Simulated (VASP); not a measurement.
# BeZn2Te3 (Cmc2_1) in VASP: single point with r2SCAN

Aim: the single point of BeZn2Te3 with r2SCAN.

Everything below comes from runs of VASP 6.6.1. Logs are shortened: lines on timing, memory, paths and dates and some standing lists are left out, and cuts for length are marked.

## (1) The structure

Symmetry: Cmc2_1, No. 36, orthorhombic system. Conventional cell: a = 12.702 Å, b = 7.337 Å, c = 6.968 Å, α = 90.00°, β = 90.00°, γ = 90.00°. Around Be (site symmetry m) lie 4 Te at 2.46 to 2.49 Å. Around Zn (site symmetry 1) lie 4 Te at 2.67 Å. Te (site symmetry m) is surrounded by 2 Be at 2.46 to 2.49 Å and 2 Zn at 2.67 Å. Te (site symmetry 1) is surrounded by 1 Be at 2.46 Å and 3 Zn at 2.67 Å.

The cell was built by a generator and needn't be a form met in nature.

## (2) Single point, r2SCAN

File INCAR:

```
PREC = Accurate
ENCUT = 520
EDIFF = 1E-6
ISMEAR = 0
SIGMA = 0.03
LREAL = F
LASPH = T
NELM = 150
ALGO = Normal
ISIF = 2
LWAVE = F
LCHARG = F
METAGGA = R2SCAN
LMIXTAU = T
NBANDS = 56
KPAR = 4
```

File KPOINTS:

```
Automatic mesh
0
Gamma
  4 4 4
```

File POSCAR:

```
BeZn2Te3
1.0
    6.3511000000     -3.6682900000      0.0000000000
    6.3511000000      3.6682900000      0.0000000000
    0.0000000000      0.0000000000      6.9681700000
Be Zn Te
2 4 6
Direct
    0.1598100000      0.8401900000      0.4983070000
    0.8401900000      0.1598100000      0.9983070000
    0.5060990000      0.1672980000      0.5013770000
    0.8327020000      0.4939010000      0.5013770000
    0.1672980000      0.5060990000      0.0013770000
    0.4939010000      0.8327020000      0.0013770000
    0.8530340000      0.1469660000      0.3553240000
    0.1657760000      0.5205300000      0.3842990000
    0.4794700000      0.8342240000      0.3842990000
    0.1469660000      0.8530340000      0.8553240000
    0.5205300000      0.1657760000      0.8842990000
    0.8342240000      0.4794700000      0.8842990000
```

Potentials or basis: VASP PAW PBE potentials, release 64 (Be, Zn, Te).

On the command line:

```bash
$ cat potpaw_PBE.64/Be/POTCAR potpaw_PBE.64/Zn/POTCAR potpaw_PBE.64/Te/POTCAR > POTCAR
$ mpirun -np 4 vasp_std > vasp.out
```

OUTCAR:

```text
PREC = Accurate
   ENCUT = 520
   EDIFF = 1E-6
   ISMEAR = 0
   LREAL = F
   LASPH = T
   NELM = 150
   ISIF = 2
   METAGGA = R2SCAN

 ion  position               nearest neighbor table
   1  0.160  0.840  0.498-   8 2.46   9 2.46   7 2.46  10 2.49
   2  0.840  0.160  0.998-  11 2.46  12 2.46  10 2.46   7 2.49
   3  0.506  0.167  0.501-  11 2.67   8 2.67   9 2.67   7 2.67
   4  0.833  0.494  0.501-  12 2.67   9 2.67   8 2.67   7 2.67
   5  0.167  0.506  0.001-   8 2.67  11 2.67  12 2.67  10 2.67
   6  0.494  0.833  0.001-   9 2.67  12 2.67  11 2.67  10 2.67
   7  0.853  0.147  0.355-   1 2.46   2 2.49   3 2.67   4 2.67
   8  0.166  0.521  0.384-   1 2.46   5 2.67   3 2.67   4 2.67
   9  0.479  0.834  0.384-   1 2.46   6 2.67   4 2.67   3 2.67
  10  0.147  0.853  0.855-   2 2.46   1 2.49   5 2.67   6 2.67
  11  0.521  0.166  0.884-   2 2.46   3 2.67   5 2.67   6 2.67
  12  0.834  0.479  0.884-   2 2.46   4 2.67   6 2.67   5 2.67

  LATTYP: Found a base centered orthorhombic cell.
 ALAT       =     7.3365800000
 B/A-ratio  =     1.7313516652
 C/A-ratio  =     0.9497845045

  Lattice vectors:

 A1 = (  -6.3511000000,  -3.6682900000,   0.0000000000)
 A2 = (   6.3511000000,  -3.6682900000,   0.0000000000)
 A3 = (   0.0000000000,   0.0000000000,   6.9681700000)

Analysis of symmetry for initial positions (statically):
=====================================================================
 Subroutine PRICEL returns:
 Original cell was already a primitive cell.

 Routine SETGRP: Setting up the symmetry group for a
 base centered orthorhombic supercell.

 Subroutine GETGRP returns: Found  4 space group operations
 (whereof  2 operations were pure point group operations)
 out of a pool of  8 trial point group operations.

The static configuration has the point symmetry C_1h.
 The point group associated with its full space group is C_2v.

Analysis of symmetry for dynamics (positions and initial velocities):
=====================================================================
 Subroutine PRICEL returns:
 Original cell was already a primitive cell.

 Routine SETGRP: Setting up the symmetry group for a
 base centered orthorhombic supercell.

 Subroutine GETGRP returns: Found  4 space group operations
 (whereof  2 operations were pure point group operations)
 out of a pool of  8 trial point group operations.

The dynamic configuration has the point symmetry C_1h.
 The point group associated with its full space group is C_2v.

 Subroutine INISYM returns: Found  4 space group operations
 (whereof  2 operations are pure point group operations),
 and found     1 'primitive' translations

----------------------------------------------------------------------------------------

                                     Primitive cell

  volume of cell :     324.6843

  direct lattice vectors                    reciprocal lattice vectors
     6.351100000 -3.668290000  0.000000000     0.078726520 -0.136303291  0.000000000
     6.351100000  3.668290000  0.000000000     0.078726520  0.136303291  0.000000000
     0.000000000  0.000000000  6.968170000     0.000000000  0.000000000  0.143509702

  length of vectors
     7.334359054  7.334359054  6.968170000     0.157405375  0.157405375  0.143509702

  position of ions in fractional coordinates (direct lattice)
     0.159810000  0.840190000  0.498307000
     0.840190000  0.159810000  0.998307000
     0.506099000  0.167298000  0.501377000
     0.832702000  0.493901000  0.501377000
     0.167298000  0.506099000  0.001377000
     0.493901000  0.832702000  0.001377000
     0.853034000  0.146966000  0.355324000
     0.165776000  0.520530000  0.384299000
     0.479470000  0.834224000  0.384299000
     0.146966000  0.853034000  0.855324000
     0.520530000  0.165776000  0.884299000
     0.834224000  0.479470000  0.884299000

  ion indices of the primitive-cell ions
   primitive index   ion index
                 1           1
                 2           2
                 3           3
                 4           4
                 5           5
                 6           6
                 7           7
                 8           8
                 9           9
                10          10
                11          11
                12          12

----------------------------------------------------------------------------------------

 KPOINTS: Automatic mesh

Automatic generation of k-mesh.
 Grid dimensions read from file:
 generate k-points for:    4    4    4

 Generating k-lattice:

  Cartesian coordinates                     Fractional coordinates (reciprocal lattice)
     0.019681630 -0.034075823  0.000000000     0.250000000  0.000000000  0.000000000
     0.019681630  0.034075823  0.000000000     0.000000000  0.250000000  0.000000000
     0.000000000  0.000000000  0.035877425     0.000000000  0.000000000  0.250000000

  Length of vectors
     0.039351344  0.039351344  0.035877425

  Shift w.r.t. Gamma in fractional coordinates (k-lattice)
     0.000000000  0.000000000  0.000000000

 Subroutine IBZKPT returns following result:
 ===========================================

 Found     21 irreducible k-points:

 Following reciprocal coordinates:
            Coordinates               Weight
  0.000000  0.000000  0.000000      1.000000
  0.250000  0.000000  0.000000      4.000000
  0.500000  0.000000  0.000000      2.000000
  0.250000  0.250000  0.000000      2.000000
  0.500000  0.250000  0.000000      4.000000
 -0.250000  0.250000  0.000000      2.000000
[... 13 lines left out ...]
 -0.250000  0.250000  0.500000      2.000000
  0.500000  0.500000  0.500000      1.000000
   k-points           NKPTS =     21   k-points in BZ     NKDIM =     21   number of bands    NBANDS=     56
   number of dos      NEDOS =    301   number of ions     NIONS =     12
   total plane-waves  NPLWV = 169344
   dimension x,y,z NGX =    56 NGY =   56 NGZ =   54
   dimension x,y,z NGXF=   112 NGYF=  112 NGZF=  108
   ions per type =               2   4   6
   NGX,Y,Z   is equivalent  to a cutoff of  12.69, 12.69, 12.88 a.u.
   NGXF,Y,Z  is equivalent  to a cutoff of  25.39, 25.39, 25.77 a.u.
 SYSTEM =  unknown system
   PREC   = accura    normal or accurate (medium, high low for compatibility)
   ISTART =      0    job   : 0-new  1-cont  2-samecut
   ICHARG =      2    charge: 1-file 2-atom 10-const
   ISPIN  =      1    spin polarized calculation?
   LNONCOLLINEAR =      F non collinear calculations
   LSORBIT =      F    spin-orbit coupling
   LASPH  =      T    aspherical Exc in radial PAW
   ENCUT  =  520.0 eV  38.22 Ry    6.18 a.u.  13.64 13.64 12.96*2*pi/ulx,y,z
   NELM   =    150;   NELMIN=  2; NELMDL= -5     # of ELM steps
   EDIFF  = 0.1E-05   stopping-criterion for ELM
   LREAL  =      F    real-space projection
   EDIFFG = 0.1E-04   stopping-criterion for IOM
   NSW    =      0    number of steps for IOM
   IBRION =     -1    ionic relax: 0-MD 1-quasi-New 2-CG
   NFREE  =      0    steps in history (QN), initial steepest desc. (CG)
   ISIF   =      2    stress and relaxation
   ISYM   =      2    0-nonsym 1-usesym 2-fastsym
   POTIM  = 0.5000    time-step for ionic-motion
   TEBEG  =    0.0;   TEEND  =   0.0 temperature during run
   PSTRESS=    0.0 pullay stress
   NELECT =      88.0000    total number of electrons
   NUPDOWN=      -1.0000    fix difference up-down
   EMIN   =  10.00;   EMAX   =-10.00  energy-range for DOS
   EFERMI =   0.00;   METHOD = LEGACY
   ISMEAR =     0;   SIGMA  =   0.03  broadening in eV -4-tet -1-fermi 0-gaus
   EFERMI_NEDOS =   21; number of points for ismear=-14 and -15
   IALGO  =     38    algorithm
   IMIX   =      4    mixing-type and parameters
     AMIX     =   0.40;   BMIX     =  1.00
     AMIX_MAG =   1.60;   BMIX_MAG =  1.00
  volume/ion in A,a.u.               =      27.06       182.59
  Fermi-wavevector in a.u.,A,eV,Ry     =   1.059454  2.002077 15.271750  1.122442
  Thomas-Fermi vector in A             =   2.194800
   LORBIT       =      0    0 simple, 1 ext, 2 COOP (PROOUT), +10 PAW based schemes
   METAGGA = R2SCAN    functional components
   LHFCALC =     F    Hartree Fock is set to
   AEXX    =    0.0000 exact exchange contribution
   IVDW    =     0    specifies the selected vdW correction
   LEPSILON=     F    determine dielectric tensor
   LRPA    =     F    only Hartree local field effects (RPA)
 non-spin polarized calculation
 Gauss-broadening in eV      SIGMA  =   0.03
  energy-cutoff  :      520.00
  volume of cell :      324.68
 maximum number of plane-waves:      8810
 NGX is ok and might be reduce to    56
   NGX = 27   NGY = 27   NGZ = 25

 number of electron      88.0000001 magnetization

 Free energy of the ion-electron system (eV)
  ---------------------------------------------------
  ext. energy  EPLUGINS =         0.00000000
  ---------------------------------------------------
  free energy    TOTEN  =      -203.04344130 eV

  energy without entropy =     -203.04344130  energy(sigma->0) =     -203.04344130

 E-fermi :   3.4535     XC(G=0):  -9.3886

 val. band max:        3.3003174925   @ k =   0.0000   0.0000   0.0000
 cond. band min:       5.4736862044   @ k =   0.0000   0.0000   0.0000
 fundamental gap:      2.1733687119
 Fermi energy:         3.4535206674

 k-point     1 :       0.0000    0.0000    0.0000
  band No.  band energies     occupation
      1      -8.9251      2.00000
      2      -7.9294      2.00000
      3      -7.6158      2.00000
      4      -7.6150      2.00000
      5      -7.6145      2.00000
      6      -7.6092      2.00000
[... 1228 lines left out ...]
     55       8.3662      0.00000
     56       8.3662      0.00000

------------------------ aborting loop because EDIFF is reached ----------------------------------------

  FORCE on cell =-STRESS in cart. coord.  units (eV):
  Direction    XX          YY          ZZ          XY          YZ          ZX
  --------------------------------------------------------------------------------------
  -------------------------------------------------------------------------------------
  Total       -2.2311552     -2.2550979     -2.2972557      0.0000000      0.0000000      0.0000000
  in kB      -11.0097895    -11.1279367    -11.3359671      0.0000000      0.0000000      0.0000000
  external PRESSURE =     -11.1578977 kB  Pullay stress =       0.0000000 kB

 VOLUME and BASIS-vectors are now :
 -----------------------------------------------------------------------------
  energy-cutoff  :      520.00
  volume of cell :      324.68
      direct lattice vectors                 reciprocal lattice vectors
     6.351100000 -3.668290000  0.000000000     0.078726520 -0.136303291  0.000000000
     6.351100000  3.668290000  0.000000000     0.078726520  0.136303291  0.000000000
     0.000000000  0.000000000  6.968170000     0.000000000  0.000000000  0.143509702

 POSITION                                       TOTAL-FORCE (eV/Angst)
 -----------------------------------------------------------------------------------
      6.35110      2.49583      3.47229         0.000000      0.005200      0.001871
      6.35110     -2.49583      6.95637         0.000000     -0.005200      0.001871
      4.27681     -1.24282      3.49368         0.000977      0.001946      0.003483
      8.42539     -1.24282      3.49368        -0.000977      0.001946      0.003483
      4.27681      1.24282      0.00960         0.000977     -0.001946      0.003483
      8.42539      1.24282      0.00960        -0.000977     -0.001946      0.003483
      6.35110     -2.59006      2.47596         0.000000      0.127787      0.094398
      4.35880      1.30134      2.67786        -0.117360     -0.072317     -0.051617
      8.34340      1.30134      2.67786         0.117360     -0.072317     -0.051617
      6.35110      2.59006      5.96004         0.000000     -0.127787      0.094398
      4.35880     -1.30134      6.16195        -0.117360      0.072317     -0.051617
      8.34340     -1.30134      6.16195         0.117360      0.072317     -0.051617
 -----------------------------------------------------------------------------------
    total drift:                               -0.000000      0.000000      0.035818

  FREE ENERGIE OF THE ION-ELECTRON SYSTEM (eV)
  ---------------------------------------------------
  free  energy   TOTEN  =      -203.0434413014 eV

  energy  without entropy=     -203.0434413014  energy(sigma->0) =     -203.04344130
```

Run time: 5.4 min. Hardware: 4 MPI ranks of Intel Xeon Platinum 8559C (Emerald Rapids), shared host; peak memory 0.64 GiB.

Results:

```
Free energy            : -203.0434 eV
Pressure               : -1.1 GPa
Largest force          : 0.159 eV/Å
Band gap on the k mesh : 2.17 eV, direct
```

Forces in eV/Å, atoms in the order of the input:
```
Be   0.000  0.005  0.002
Be   0.000 -0.005  0.002
Zn   0.001  0.002  0.003
Zn  -0.001  0.002  0.003
Zn   0.001 -0.002  0.003
Zn  -0.001 -0.002  0.003
Te   0.000  0.128  0.094
Te  -0.117 -0.072 -0.052
Te   0.117 -0.072 -0.052
Te   0.000 -0.128  0.094
Te  -0.117  0.072 -0.052
Te   0.117  0.072 -0.052
```

Caveat: the PAW data sets were made with another functional, which shifts forces and pressure a little; spin-orbit coupling is left out, which moves the levels of the heavy elements. A k mesh can miss the band edges.
